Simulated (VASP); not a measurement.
```xyz
8
Lattice="5.7999 0.0000 0.0000 0.0000 5.7999 0.0000 0.0000 0.0000 5.7999" Properties=species:S:1:pos:R:3 pbc="T T T"
Zn     0.0000     5.7999     0.0000
Cd     0.0000     2.8999     2.8999
Cd     2.8999     0.0000     2.8999
Cd     2.8999     2.8999     0.0000
S      4.4277     4.4277     1.3722
S      4.4277     1.3722     4.4277
S      1.3722     1.3722     1.3722
S      1.3722     4.4277     4.4277
```

Method: modified Becke-Johnson potential (mBJ), VASP's PBE PAW potentials (set 64) (plane waves; VASP). Settings: 400 eV cut-off, 4×4×4 Γ-centred mesh, Gaussian smearing of 0.050 eV, potentials Zn Cd S.

mBJ is a potential without an energy functional, so only the levels count.

### Question
Give the energies of bands 27 to 40 at the high-symmetry points, in eV from the valence-band maximum.

### Answer

```tsv
band	Γ	X	M	R
27	-3.22	-2.04	-2.85	-3.76
28	-1.69	-1.94	-2.85	-3.76
29	-1.69	-1.94	-1.83	-0.78
30	-1.69	-1.93	-1.83	-0.78
31	-1.54	-1.90	-1.66	-0.78
32	-1.54	-1.75	-1.48	-0.60
33	-1.54	-0.95	-0.73	-0.60
34	0.00	-0.95	-0.73	-0.60
35	0.00	-0.72	-0.71	-0.46
36	0.00	-0.72	-0.39	-0.46
37	2.73	4.81	5.11	4.35
38	4.84	4.81	5.52	4.35
39	4.84	6.00	5.52	4.35
40	4.84	6.06	5.84	4.35
```

The gap is direct, 2.73 eV, from the valence maximum at Γ to the conduction minimum at Γ.

The structure comes from a computed database's ZnCd3S4 entry (P-43m); how it stands against other phases isn't given here. It was relaxed first. The cell's shape comes from a PBE relaxation.
